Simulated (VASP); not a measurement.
```
GaYZn
1.0
    4.34154     0.00000     0.00000
   -2.17077     3.75989     0.00000
    0.00000     0.00000     7.11957
Y Zn Ga
2 2 2
Direct
  0.00000   0.00000   0.00000
  0.00000   0.00000   0.50000
  0.66667   0.33333   0.25000
  0.33333   0.66667   0.75000
  0.66667   0.33333   0.75000
  0.33333   0.66667   0.25000
```

These are PBEsol GGA with spin-orbit coupling, VASP's PBE PAW potentials (set 64) (plane waves; VASP 6.6.1) values and carry that method's errors. Numerical set-up: 400 eV cut-off, 7×7×4 Γ-centred mesh, Gaussian smearing of 0.050 eV, potentials Y_sv Zn Ga_d.

**Question.** Give the energies of bands 63 to 76 at the high-symmetry points, in eV from the Fermi level.

**Answer.** 
| band | Γ | M | K | A | L | H |
|---|---|---|---|---|---|---|
| 63 | -1.05 | -3.56 | -4.79 | -1.57 | -4.92 | -4.91 |
| 64 | -1.05 | -3.56 | -4.79 | -1.57 | -4.92 | -4.91 |
| 65 | -1.01 | -1.80 | -3.66 | -0.29 | -1.31 | -2.66 |
| 66 | -1.01 | -1.80 | -3.66 | -0.29 | -1.31 | -2.66 |
| 67 | 0.08 | -1.49 | -1.30 | -0.29 | -1.31 | -2.64 |
| 68 | 0.08 | -1.49 | -1.30 | -0.29 | -1.31 | -2.64 |
| 69 | 0.60 | -1.14 | -1.13 | -0.25 | -0.25 | -0.15 |
| 70 | 0.60 | -1.14 | -1.13 | -0.25 | -0.25 | -0.15 |
| 71 | 0.62 | -0.74 | -1.10 | -0.25 | -0.25 | -0.15 |
| 72 | 0.62 | -0.74 | -1.10 | -0.25 | -0.25 | -0.15 |
| 73 | 1.36 | -0.72 | 1.71 | 1.48 | 0.06 | 0.28 |
| 74 | 1.36 | -0.72 | 1.71 | 1.48 | 0.06 | 0.28 |
| 75 | 1.75 | 1.39 | 2.13 | 1.48 | 0.06 | 0.28 |
| 76 | 1.75 | 1.39 | 2.13 | 1.48 | 0.06 | 0.28 |

It has no gap at this level: it comes out as a metal or semimetal.

The structure comes from a computed database's YZnGa entry (P6_3/mmc); how it stands against other phases isn't given here. It was relaxed first.
